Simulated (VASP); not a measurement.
Crystal: Sn3P2.

```
CELL_PARAMETERS angstrom
2.69704 1.55714 5.58192
-2.69704 1.55714 5.58192
0.00000 -3.11428 5.58192
ATOMIC_POSITIONS crystal
Sn 0.00000 0.00000 0.00000
Sn 0.39900 0.39900 0.39900
Sn 0.60100 0.60100 0.60100
P 0.79460 0.79460 0.79460
P 0.20540 0.20540 0.20540
```

The cell was built by a generator and needn't be a form met in nature.

- Program: VASP 6.6.1
- Task: relaxation of cell and atoms
- Functional: PBE
- Potentials or basis: VASP PAW PBE potentials, release 64 (Sn_d, P)
- Cutoff: 520 eV
- k mesh: 3 × 3 × 3
- Occupations: gaussian, width 0.15 eV
- Spin: no spin polarisation

At the start: pressure -7.6 GPa; volume 28.13 Å³/atom.

Question: How do energy, volume and symmetry change on relaxing?

Answer: Over 20 steps the energy falls by 278.8 meV/atom and the volume is 23.59 Å³/atom (-16.1 %); space group R-3m (No. 166, to 0.05 Å).

The path:
```
step  energy change (eV)  largest force (eV/Å)  pressure (GPa)  volume (Å³)
   1              0.0000                0.1277           -7.55       140.65
   2             -0.7252                0.4838           -0.43       115.35
   3             -0.7251                0.5104            0.57       114.44
   4             -0.7724                0.5696            0.46       113.50
   5             -0.8322                0.5515            1.11       110.68
   6             -0.8653                0.5060            1.19       111.04
   7             -0.9376                0.5866            0.73       112.12
   8             -1.0838                0.9375            0.89       114.22
   9             -1.0382                1.5059            1.83       118.25
  10             -1.1588                1.2204            1.01       116.28
  11             -1.2025                1.1645            0.96       116.85
  12             -1.2811                0.8831            0.37       118.52
  13             -1.2878                0.4208            0.46       121.58
  14             -1.2940                0.4213            0.10       120.94
  15             -1.2963                0.5683           -0.07       119.76
  16             -1.3137                0.5210            0.38       119.46
  17             -1.3550                0.4439            0.29       118.57
  18             -1.3883                0.1887            0.47       116.80
  19             -1.3922                0.1261            0.10       117.35
  20             -1.3941                0.0728           -0.25       117.95
```

Final structure:
```
Sn P
1.0
     2.43320    1.40481    5.75087
    -2.43320    1.40481    5.75087
     0.00000   -2.80962    5.75087
Sn P
3 2
Direct
  0.00000 0.00000 0.00000
  0.41154 0.41154 0.41154
  0.58846 0.58846 0.58846
  0.82813 0.82813 0.82813
  0.17187 0.17187 0.17187
```

Caveat: the k mesh is coarse (spacing up to 0.47 Å⁻¹), so the values aren't converged; the volume moved by over 15 % at a fixed basis, so the end points are rough; the relaxation stopped at a loose force limit of 0.08 eV/Å, so its end isn't a converged minimum.
